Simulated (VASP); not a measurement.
Here is a VASP 6.6.1 calculation.

File INCAR:

```
PREC = Accurate
ENCUT = 580
EDIFF = 1E-7
ISMEAR = 0
SIGMA = 0.1
LREAL = F
LASPH = T
NELM = 80
ALGO = Normal
ISIF = 3
LWAVE = F
LCHARG = F
GGA = PS
IBRION = 2
NSW = 90
EDIFFG = -0.005
```

The input KPOINTS:

```
regular mesh
0
Gamma
  18 18 18
```

File POSCAR:

```
TiN
1.0
    0.0000000000      2.1206234500      2.1206234500
    2.1206234500      0.0000000000      2.1206234500
    2.1206234500      2.1206234500      0.0000000000
Ti N
1 1
Direct
    0.0000000000      0.0000000000      0.0000000000
    0.5000000000      0.5000000000      0.5000000000
```

Potentials or basis: VASP PAW PBE potentials, release 64 (Ti, N).

Launch:

```console
$ cat potpaw_PBE.64/Ti/POTCAR potpaw_PBE.64/N/POTCAR > POTCAR
$ mpirun -np 1 vasp_std > vasp.out
```

(1) What does it give for the space group after relaxing (to 0.05 Å)?

(2) What does it give for the relaxed cell?

## Answers

(1) Fm-3m (No. 225).

(2) a = 2.983 Å, b = 2.983 Å, c = 2.983 Å, α = 60.00°, β = 60.00°, γ = 60.00°.
